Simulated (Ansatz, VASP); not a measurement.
# InSe2 in two plane-wave programs, part 3 of 3

Aim: how closely do two programs agree when they are given the same cell, functional and k mesh?  Valence electrons are named where the data sets of a main pair hold unlike numbers.

VASP 6.6.1 and Ansatz 0.2.0.

So far: VASP: single point, PBEsol; Differences; Further runs; VASP: single point, PBE; Ansatz: single point, PBE; Comparison.

## Step 9: VASP: single point, PBEsol, spin-orbit coupling

Level of this step: PBEsol, spin-orbit coupling; plane waves and PAW (Se, In) (VASP).

A single point gives forces, pressure and levels at one fixed geometry, so differences don't come from the geometry; what else differs is listed under the comparison.

INCAR reads:

```
SYSTEM = InSe2
PREC = Normal
ENCUT = 350
EDIFF = 1E-06
NELM = 120
ISMEAR = 0
SIGMA = 0.05
LREAL = .FALSE.
ALGO = Normal
GGA = PS
LNONCOLLINEAR = .TRUE.
MAGMOM = 0 0 0 0 0 0 0 0 0 0 0 0 0 0 0 0 0 0
NBANDS = 42
GGA_COMPAT = .FALSE.
LASPH = .TRUE.
LSORBIT = .TRUE.
LORBIT = 11
LWAVE = .FALSE.
LCHARG = .FALSE.
KPAR = 4
IDIPOL = 3
LDIPOL = .TRUE.
DIPOL = 0.5 0.5 0.509
LVHAR = .TRUE.
LVACPOTAV = .TRUE.
```

POSCAR reads:

```
InSe2
1.0
    3.8948930000      0.0000000000      0.0000000000
    0.0000000000      3.8948930000      0.0000000000
    0.0000000000      0.0000000000     21.8006241621
Se In
4 2
Direct
    0.5000000000      0.5000000000      0.6559731530
    0.0000000000      0.0000000000      0.6559731530
    0.5000000000      0.0000000000      0.4942694660
    0.0000000000      0.5000000000      0.3761192530
    0.0000000000      0.5000000000      0.5263618710
    0.5000000000      0.0000000000      0.3440268470
```

KPOINTS reads:

```
Automatic mesh
0
Gamma
7 7 1
0 0 0
```

The projector-augmented-wave data sets are Se and In (PBE family, release 64).

The run is started by

```sh
mpirun -np 4 vasp_ncl
```

Numbers of over 12 decimals in the logs are rounded to 6 here.

The log of the run:

```text
[banner, memory and clock lines left out]
running    4 mpi-ranks, on    1 nodes
[...]
[... a notice as in an earlier step ...]

 LDA part: xc-table for (Slater+PW92), standard interpolation
 POSCAR, INCAR and KPOINTS ok, starting setup
[...]
entering main loop
       N       E                     dE             d eps       ncg     rms          rms(c)
DAV:   1     0.180483445359E+03    0.18048E+03   -0.80212E+03   848   0.777E+02
DAV:   2     0.451110144161E+01   -0.17597E+03   -0.17023E+03  1202   0.169E+02
DAV:   3    -0.218672843778E+02   -0.26378E+02   -0.26005E+02  1006   0.700E+01
DAV:   4    -0.228132953009E+02   -0.94601E+00   -0.93697E+00  1072   0.153E+01
[...]
DAV:  28    -0.221788397316E+02   -0.27089E-05   -0.10171E-07   640   0.855E-04    0.374E-04
DAV:  29    -0.221788412180E+02   -0.14864E-05   -0.48383E-08   596   0.730E-04    0.741E-04
DAV:  30    -0.221788420444E+02   -0.82639E-06   -0.86150E-08   574   0.791E-04
 [... a notice as in an earlier step ...]

   1 F= -.22178842E+02 E0= -.22174220E+02  d E =-.924357E-02  mag=    -0.0000     0.0000    -0.0000
```

OUTCAR, selected parts (step 9):

```text
  Total       -3.4289337     -3.4289337     -2.3737601      0.0000000      0.0000000      0.0000000
  in kB      -16.6115317    -16.6115317    -11.4997238      0.0000000      0.0000000      0.0000000
  external PRESSURE =     -14.9075958 kB  Pullay stress =       0.0000000 kB

 POSITION                                       TOTAL-FORCE (eV/Angst)
 -----------------------------------------------------------------------------------
      1.94745      1.94745     14.30062         0.000000      0.000000     -0.154597
      0.00000      0.00000     14.30062         0.000000      0.000000     -0.154597
      1.94745      0.00000     10.77538         0.000000      0.000000     -0.178402
      0.00000      1.94745      8.19963         0.000000      0.000000     -0.517361
      0.00000      1.94745     11.47502         0.000000      0.000000      0.175591
      1.94745      0.00000      7.50000         0.000000      0.000000      0.829367
 -----------------------------------------------------------------------------------
    total drift:                                0.000000     -0.000000      0.000140

  FREE ENERGIE OF THE ION-ELECTRON SYSTEM (eV)
  ---------------------------------------------------
  free  energy   TOTEN  =       -22.1788420444 eV

  energy  without entropy=      -22.1695984706  energy(sigma->0) =      -22.17422026

 magnetization (x)
# of ion       s       p       d       tot
------------------------------------------
    1        0.000   0.000   0.000   0.000
    2        0.000   0.000   0.000   0.000
    3        0.000   0.000   0.000   0.000
    4        0.000   0.000   0.000   0.000
    5        0.000   0.000   0.000   0.000
    6        0.000   0.000   0.000   0.000
--------------------------------------------------
tot          0.000   0.000   0.000   0.000

 magnetization (y)
# of ion       s       p       d       tot
------------------------------------------
    1        0.000   0.000   0.000   0.000
    2        0.000   0.000   0.000   0.000
    3        0.000   0.000   0.000   0.000
    4        0.000   0.000   0.000   0.000
    5        0.000   0.000   0.000   0.000
    6        0.000   0.000   0.000   0.000
--------------------------------------------------
tot          0.000   0.000   0.000   0.000

 magnetization (z)
# of ion       s       p       d       tot
------------------------------------------
    1        0.000   0.000   0.000   0.000
    2        0.000   0.000   0.000   0.000
    3        0.000   0.000   0.000   0.000
    4        0.000   0.000   0.000   0.000
    5        0.000   0.000   0.000   0.000
    6        0.000   0.000   0.000   0.000
--------------------------------------------------
tot          0.000   0.000   0.000   0.000

[... 1 part as in an earlier step ...]

[... 2 further parts left out ...]
[key lines of the parts left out:]
E-fermi :  -0.6881
```

## Step 10: Ansatz: single point, PBEsol, spin-orbit coupling

The same cell, functional, mesh and smearing now go to Ansatz, which takes its cutoff from its data sets.

input.yaml reads:

```yaml
crystal:
  lattice:
    - [3.894893, 0.0, 0.0]
    - [0.0, 3.894893, 0.0]
    - [0.0, 0.0, 21.8006241621]
  atoms:
    - { symbol: Se, position: [0.5, 0.5, 0.655973153] }
    - { symbol: Se, position: [0.0, 0.0, 0.655973153] }
    - { symbol: Se, position: [0.5, 0.0, 0.494269466] }
    - { symbol: Se, position: [0.0, 0.5, 0.376119253] }
    - { symbol: In, position: [0.0, 0.5, 0.526361871] }
    - { symbol: In, position: [0.5, 0.0, 0.344026847] }
hamiltonian:
  xc: pbesol
  pseudopotentials: { kind: paw_fr }
magnetization:
  noncollinear: true
  spin_orbit: true
kpoints:
  mp_grid: { grid: [7, 7, 1] }
scf:
  occupations: { method: gaussian, width: 0.05 }
  n_extra_bands: 10
efield:
  axis: 3
  dipole_correction: true
  ramp_width: 0.04
output:
  forces: true
  eigenvalues: true
  write_density: true
  write_potential: true
  elf: true
  volumetric_format: npy
```

The run is started by

```sh
ansatz run input.yaml --threads 4 --pin off --max-ram 9216MiB --backend cpu --events-out ev --progress --plain --runs-dir out
```

The log of the run:

```text
[...]
non-collinear run that drives no moment, with spin-orbit: no starting moment large enough to seed its density (crystal.atoms[].spin), no starting occupations that ask for one, no magnetisation constraint and no magnetic field, so the semilocal B_xc is pinned to zero
Crystal: 6 atoms, lattice volume = 330.720 Å³
[...]
k-point 1: bands = [... 86 lower, 1.0378, 1.1073, 1.7661, 1.7699, 2.0951, 2.1148, 3.0575, 3.1479, ... 6 higher]
  k-point 2: bands = [... 86 lower, 0.8972, 0.9366, 1.6855, 1.8024, 1.9582, 1.9676, 2.2365, 2.2926, ... 6 higher]
  k-point 9: bands = [... 86 lower, 0.1359, 0.1430, 0.1664, 0.1705, 0.2328, 0.2564, 4.1786, 4.3066, ... 6 higher]
[key lines of the parts left out:]
SCF converged after 16 iterations
Magnetization: |M| = 0.0000 μB,  M = (+0.0000, +0.0000, +0.0000) μB
Free energy (F): -32752.664615 eV
Fermi energy:    1.530961 eV
Dipole field:    D = -0.083826 V/Å  (p = -0.153206 e·Å, saw-weighted, corrected)
Work function:   Φ+ = 5.4524 eV   Φ− = 3.6249 eV
```

Elapsed: 60 s, on 4 threads of Arm Neoverse V2, shared host; peak memory 2.7 GiB.

## Step 11: Side by side

What differs besides the data sets and the points named for the pairs above, as far as they apply: spin-orbit coupling enters by fully relativistic files in Ansatz and inside the spheres in VASP; the data sets hold 90 valence electrons in Ansatz (on its fully relativistic PAW (standard-fr) files) and 30 in VASP. Total energies have different zeros and are not compared.

Both answers:

```csv
quantity,Ansatz,VASP,difference
"work function, lower of the two faces (eV)",3.62,3.60,+0.02
"work function, higher of the two faces (eV)",5.45,5.45,0.00
```

Forces (eV/Å; atoms numbered as in POSCAR):

| atom | Ansatz x, y, z | VASP x, y, z |
| --- | --- | --- |
| Se1 | 0.000, 0.000, -0.144 | 0.000, 0.000, -0.155 |
| Se2 | 0.000, 0.000, -0.144 | 0.000, 0.000, -0.155 |
| Se3 | 0.000, 0.000, -0.149 | 0.000, 0.000, -0.178 |
| Se4 | 0.000, 0.000, -0.546 | 0.000, 0.000, -0.517 |
| In5 | 0.000, 0.000, 0.137 | 0.000, 0.000, 0.176 |
| In6 | 0.000, 0.000, 0.847 | 0.000, 0.000, 0.829 |

The forces differ by 14 meV/Å r.m.s., which is 5.9 % of the r.m.s. force of 0.243 eV/Å (both taken over all components). VASP's log warns that it found no field-free region in the vacuum, so its work functions are uncertain. With vacuum in the cell, a pressure given here is an average over mostly empty space and none of the material.

## Step 12: Further runs

Further runs change the set-up of one program: Ansatz's method, potentials or start, or VASP's data sets, cutoff or form of LDA. The table gives Ansatz less VASP for each quantity, since a change that brings one quantity closer may part another.

```
                                        run  r.m.s. force difference (meV/Å)  work function, lower of the two faces (eV)  work function, higher of the two faces (eV)
                                   as above                               14                                       0.024                                       0.0023
                       cores kept as stored                               14                                       0.021                                       0.0034
    Ansatz's larger PAW set (cutoff 620 eV)                               14                                       0.024                                       0.0033
norm-conserving potentials (cutoff 1170 eV)                               12                                       0.018                                       0.0062
```

## Step 13: Results

```yaml
r_m_s_force_difference_single_point_pbesol: 5.8 % of the r.m.s. force
r_m_s_force_difference_single_point_pbe: 4.7 % of the r.m.s. force
r_m_s_force_difference_single_point_pbesol_spin_orbit_coupling: 5.9 % of the r.m.s. force
```

In words: The r.m.s. force difference is 5.9 % of the r.m.s. force (single point, PBEsol, spin-orbit coupling), beyond the 3 % picked in this series as the mark of a large difference. The data sets hold unlike numbers of valence electrons (90 in Ansatz and 30 in VASP), so part of the differences comes from the potentials. For single point, PBEsol, no further run moves any of the tabulated differences by more than a quarter of its size. Single point, PBEsol, spin-orbit coupling, cores kept as stored: the difference in work function, higher of the two faces goes from 0.0023 to 0.0034 eV. Single point, PBEsol, spin-orbit coupling, Ansatz's larger PAW set (cutoff 620 eV): the difference in work function, higher of the two faces goes from 0.0023 to 0.0033 eV. Single point, PBEsol, spin-orbit coupling, norm-conserving potentials (cutoff 1170 eV): the difference in work function, lower of the two faces goes from 0.024 to 0.018 eV; the difference in work function, higher of the two faces goes from 0.0023 to 0.0062 eV. 1 further run of this series is not shown here. Such differences can come from data sets, numerical settings and the points named under the comparisons, not from the functional's error against experiment.

[Lines on the potential files, build, host, timing and source positions are cut from VASP's logs without a mark.]

[Logs are printed without paths, hosts, clocks, repeated set-up lines and the standing remarks that a program may print on its own settings, such as how far it seeks lower states.]

[Hosts, paths, dates, database ids (printed as entryN), source tags and the programs' standing remarks are cut or masked in the printed files.]
